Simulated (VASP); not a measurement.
Write the native input for VASP 6.6.1 that does the following.

```yaml
Task: relaxation of cell and atoms
Functional: r2SCAN
Dispersion: rVV10
Potentials_or_basis: VASP PAW PBE potentials, release 64 (Sb)
Cutoff: 600 eV
k_mesh: 9 × 9 × 7
Occupations: gaussian, width 0.03 eV
Spin: no spin polarisation
Further_INCAR_settings: ALGO = Normal; EDIFF = 1e-06; IBRION = 2; EDIFFG = -0.01; NSW = 90; ISIF = 3
```

The structure of Sb lies in POSCAR:

```
Sb
1.0
    2.1864195500      1.2623299200      3.7971864100
   -2.1864195500      1.2623299200      3.7971864100
    0.0000000000     -2.5246598300      3.7971864100
Sb
2
Direct
    0.2340000000      0.2340000000      0.2340000000
    0.7660000000      0.7660000000      0.7660000000
```

The cell was built by a generator and needn't be a form met in nature.

These files were run (other wordings do the same):

INCAR

```
SYSTEM = Sb
ALGO = Normal
BPARAM = 11.95
CPARAM = 0.0093
EDIFF = 1E-6
EDIFFG = -0.01
ENCUT = 600
IBRION = 2
ISIF = 3
ISMEAR = 0
IVDW_NL = 2
LASPH = .TRUE.
LCHARG = .FALSE.
LMIXTAU = .TRUE.
LREAL = .FALSE.
LUSE_VDW = .TRUE.
LWAVE = .FALSE.
METAGGA = R2SCAN
NELM = 80
NSW = 90
PREC = Accurate
SIGMA = 0.03
```

KPOINTS

```
k-points
0
G
  9 9 7
  0 0 0
```

Potentials or basis: VASP PAW PBE potentials, release 64 (Sb).

Run with:

```console
$ cat potpaw_PBE.64/Sb/POTCAR > POTCAR
$ mpirun -np 1 vasp_std > vasp.out
```

Results of the run:

| Quantity | Value |
| --- | --- |
| Relaxed volume | 30.82 Å³/atom |
| Relaxed cell | a = 4.538 Å, b = 4.538 Å, c = 4.538 Å, α = 57.08°, β = 57.08°, γ = 57.08° |
| Space group after relaxing (to 0.05 Å) | R-3m (No. 166) |
| Energy gained by relaxing | 3.2 meV/atom |
| Ionic steps | 6 |
| Pressure after relaxing | 0.0 GPa |
| Largest force after relaxing | 0.009 eV/Å |
| Band gap on the k mesh | 0.15 eV, indirect (least direct gap 0.39 eV) |

Caveat: the PAW data sets were made with another functional, which shifts forces and pressure a little; spin-orbit coupling is left out, which moves the levels of the heavy elements; an odd mesh through Γ misses points on the zone boundary, where band edges often lie.

Run time: 9.8 min on 1 thread of Intel(R) Xeon(R) 6975P-C (Granite Rapids) (shared host), peak memory 0.46 GiB.
